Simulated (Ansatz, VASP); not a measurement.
This is a calculation of RbMg3 for VASP 6.6.1.

INCAR

```
PREC     = Accurate       # precision mode
ENCUT    = 520            # plane-wave cutoff, eV
EDIFF    = 1E-7           # SCF threshold, eV
ISMEAR   = -1             # smearing method
SIGMA    = 0.05           # smearing width, eV
LREAL    = False          # projectors in reciprocal space
LASPH    = True           # aspherical terms in the spheres
NELM     = 80             # most SCF steps
ALGO     = Normal         # electronic algorithm
ISIF     = 2              # what is computed and relaxed
LWAVE    = False          # write WAVECAR
LCHARG   = False          # write CHGCAR
GGA      = PE             # functional
NBANDS   = 16             # bands
```

File KPOINTS:

```
Automatic mesh
0
Gamma
  8 5 4
```

File POSCAR:

```
RbMg3
1.0
    3.2874360330      0.0000000000      0.0000000000
    0.0000000000      5.1492752169      0.0000000000
    0.0000000000      0.0000000000      7.8633199020
Rb Mg
1 3
Direct
    0.0000000000      0.0000000000      0.1333790000
    0.0000000000      0.5000000000      0.7736860000
    0.5000000000      0.5000000000      0.4398730000
    0.5000000000      0.0000000000      0.6530620000
```

Potentials or basis: VASP PAW PBE potentials, release 64 (Rb_sv, Mg).

Command:

```console
$ cat potpaw_PBE.64/Rb_sv/POTCAR potpaw_PBE.64/Mg/POTCAR > POTCAR
$ mpirun -np 1 vasp_std > vasp.out
```

Set up the same calculation for Ansatz 0.2.0. Potentials there: Ansatz PAW.

As run (the cutoff follows the program's own potentials):

input.yaml

```yaml
crystal:
  lattice:
    - [3.287436033, 0.0, 0.0]
    - [0.0, 5.1492752169, 0.0]
    - [0.0, 0.0, 7.863319902]
  atoms:
    - { symbol: Rb, position: [0.0, 0.0, 0.133379] }
    - { symbol: Mg, position: [0.0, 0.5, 0.773686] }
    - { symbol: Mg, position: [0.5, 0.5, 0.439873] }
    - { symbol: Mg, position: [0.5, 0.0, 0.653062] }
hamiltonian:
  xc: pbe
  pseudopotentials: { kind: paw }
kpoints:
  mp_grid: { grid: [8, 5, 4] }
scf:
  occupations: { method: fermi_dirac, width: 0.05 }
output:
  forces: true
  stress: true
  eigenvalues: true
```

Potentials or basis: Ansatz PAW.

Run with:

```bash
$ ansatz run input.yaml --threads 2 --pin off --max-ram 5120MiB --backend cpu --events-out ev --progress --plain --runs-dir out
```

Both were run:

|  | VASP | Ansatz | Ansatz less VASP |
| --- | --- | --- | --- |
| gap on the k mesh at the Fermi level (eV) | none | none | - |
| pressure (GPa) | 0.7 | 0.7 | +0.04 |
| largest component of the traceless stress (GPa) | 0.72 | 0.72 | -0.003 |
| rms of the force components (eV/Å) | 0.017 | 0.014 | -0.0031 |

Atom by atom the forces differ by 0.003 eV/Å (rms over components). A gap of «none» marks a metal or a gap that the smearing closes. The two sets of potentials don't hold the same shells in valence.
